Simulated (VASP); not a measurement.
VASP runs on CeO₂ (fluorite) share one base input (PBE GGA, plane waves, VASP's PBE PAW potentials (set 64)) and change the settings named in each case.

### INCAR
```
! general
SYSTEM  = CeO2
PREC    = Accurate
ENCUT   = 520   ! plane-wave cut-off (eV)
LREAL   = .FALSE.   ! projection in real space or not
LASPH   = .TRUE.

! electronic loop
EDIFF   = 1E-6
NELM    = 100
ALGO    = Normal
LMAXMIX = 6   ! l cut-off of mixed one-centre charges

! smearing
ISMEAR  = 0
SIGMA   = 0.05

! functional
GGA     = PE

! ions
ISIF    = 2   ! forces and stress, cell fixed

! output
LWAVE   = .FALSE.
LCHARG  = .FALSE.
```

File KPOINTS:
```
K-points
0
Gamma
 6 6 6
```

**POSCAR**
```
CeO2
2.7050
  0.0000000000   1.0000000000   1.0000000000
  1.0000000000   0.0000000000   1.0000000000
  1.0000000000   1.0000000000   0.0000000000
Ce O
1 2
direct
  0.0000000000   0.0000000000   0.0000000000
  0.2500000000   0.2500000000   0.2500000000
  0.7500000000   0.7500000000   0.7500000000
```

POTCAR, in this order: Ce O (PBE.64 set). Program: vasp_std.

| change | E(σ→0) (eV/atom) | pressure (GPa) | plane waves |
|---|---|---|---|
| base run | -8.7360 | 5.57 | 1090 |
| ENCUT = 400 | -8.7502 | 0.40 | 745 |
| ENCUT = 450 | -8.7393 | 4.18 | 881 |
| ENCUT = 500 | -8.7361 | 5.37 | 1018 |
| ENCUT = 575 | -8.7370 | 5.47 | 1258 |
| ENCUT = 675 | -8.7392 | 5.32 | 1591 |
| ENCUT = 750 | -8.7393 | 5.46 | 1873 |
| ENCUT = 775 | -8.7392 | 5.51 | 1964 |

Left out are runs that ran out of time, are held back, or changed the cell or the kind of run, fixed moments of cells without a moment, rows past the twelfth, gaps on odd meshes, pressures of charged cells and columns that move by less than the noise.

The compound is CeO2 in the fluorite structure. The cell was not relaxed at this level. The run is not spin-polarised, so no magnetic state was tried.
